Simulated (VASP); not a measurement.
Here is the system:

```xyz
6
Lattice="3.3490 0.0000 0.0000 -1.6745 2.9003 0.0000 0.0000 0.0000 13.9927" Properties=species:S:1:pos:R:3 pbc="T T T"
Mo     0.0000     0.0000     3.4982
Mo     0.0000     0.0000    10.4946
Se     0.0000     1.9335     5.1626
Se     1.6745     0.9668     8.8301
Se     1.6745     0.9668    12.1590
Se     0.0000     1.9335     1.8337
```

Computed with PBE GGA, VASP's PBE PAW potentials (set 64) (plane waves; VASP). Settings: 300 eV cut-off, 7×7×2 Γ-centred mesh, Gaussian smearing of 0.010 eV, potentials Mo_sv Se.

At this cut-off the stress carries a Pulay error, which pulls relaxed volumes low.

Estimate the energy per atom (σ→0), pressure.

```yaml
energy per atom (σ→0): -6.658 eV/atom
pressure: -1.08 GPa
```

The absolute energy has meaning only against runs of the same code, potentials and settings.

The structure comes from a computed database's MoSe2 entry; how it stands against other phases isn't given here. The cell was not relaxed at this level.
